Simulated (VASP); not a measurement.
Crystal: CsCdCl2.

```
Cs Cd Cl
1.0
     3.82495    0.00000    0.00000
     0.00000    3.82495    0.00000
     0.00000    0.00000    7.64989
Cs Cd Cl
1 1 2
Direct
  0.00000 0.00000 0.50000
  0.00000 0.00000 0.00000
  0.50000 0.50000 0.25000
  0.50000 0.50000 0.75000
```

The cell was built by a generator and needn't be a form met in nature.

```yaml
Program: VASP 6.6.1
Task: relaxation of cell and atoms
Functional: PBE
Potentials_or_basis: VASP PAW PBE potentials, release 64 (Cs_sv, Cd, Cl)
Cutoff: 600 eV
k_mesh: 4 × 4 × 2
Occupations: gaussian, width 0.1 eV
Spin: no spin polarisation
```

At the start: pressure 3.1 GPa; volume 27.98 Å³/atom.

Task: How do energy, volume and symmetry change on relaxing?

Result: Over 9 steps the energy falls by 65.2 meV/atom and the volume is 30.57 Å³/atom (+9.3 %); space group P4/mmm (No. 123, to 0.05 Å).

The path:
```
step  energy change (eV)  largest force (eV/Å)  pressure (GPa)  volume (Å³)
   1              0.0000                0.7380            3.10       111.92
   2             -0.1503                0.5198            0.79       120.93
   3             -0.1810                0.3782           -0.54       128.73
   4             -0.1812                0.3878           -0.44       128.10
   5             -0.2019                0.3465           -0.39       127.21
   6             -0.2471                0.1866           -0.16       124.57
   7             -0.2327                0.2742            0.67       119.39
   8             -0.2603                0.0423            0.09       122.62
   9             -0.2606                0.0150            0.14       122.29
```

Final structure:
```
CELL_PARAMETERS angstrom
3.93298 0.00000 0.00000
0.00000 3.93298 0.00000
0.00000 0.00000 7.90567
ATOMIC_POSITIONS crystal
Cs 0.00000 0.00000 0.50000
Cd 0.00000 0.00000 0.00000
Cl 0.50000 0.50000 0.22128
Cl 0.50000 0.50000 0.77872
```

Caveat: the k mesh is coarse (spacing up to 0.41 Å⁻¹), so the values aren't converged; an odd number of electrons without spin polarisation forces a metal; a magnetic or distorted state may lie lower.
